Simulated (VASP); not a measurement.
Elastic constants (GPa) of a crystal from PBEsol GGA, VASP's PBE PAW potentials (set 64) run with VASP:

|  | xx | yy | zz | yz | xz | xy |
|---|---|---|---|---|---|---|
| xx | 349.3 | 136.0 | 124.6 | 0.0 | 0.0 | 0.0 |
| yy | 136.0 | 349.3 | 124.6 | 0.0 | 0.0 | 0.0 |
| zz | 124.6 | 124.6 | 352.8 | 0.0 | 0.0 | 0.0 |
| yz | 0.0 | 0.0 | 0.0 | 194.4 | 0.0 | 0.0 |
| xz | 0.0 | 0.0 | 0.0 | 0.0 | 194.4 | 0.0 |
| xy | 0.0 | 0.0 | 0.0 | 0.0 | 0.0 | 163.5 |

### Question
Work out the Voigt, Reuss and Hill moduli, Young's modulus and Poisson's ratio.

### Answer
All eigenvalues are positive (smallest 163.5 GPa), so the crystal is stable. K_V = (C11+C22+C33+2(C12+C13+C23))/9 = (1051.4 + 2×385.2)/9 = 202.4 GPa; G_V = (1051.4 − 385.2 + 3×552.3)/15 = 154.9 GPa. From the compliances, K_R = 202.4 GPa and G_R = 145.2 GPa. Hill: K = 202.4 GPa, G = 150.0 GPa, E = 9KG/(3K+G) = 360.9 GPa, ν = (3K−2G)/(2(3K+G)) = 0.203. K/G = 1.35, below Pugh's 1.75; universal anisotropy A^U = 0.33.

### Question
With a density of 9.81 g/cm³, what are the mean sound speeds?

### Answer
v_l = √((K+4G/3)/ρ) = 6.41 km/s and v_t = √(G/ρ) = 3.91 km/s. The crystal is Al$_{2}$Os (space group I4/mmm), tetragonal.

The structure comes from a computed database's Al2Os entry (I4/mmm); how it stands against other phases isn't given here. It was relaxed first.
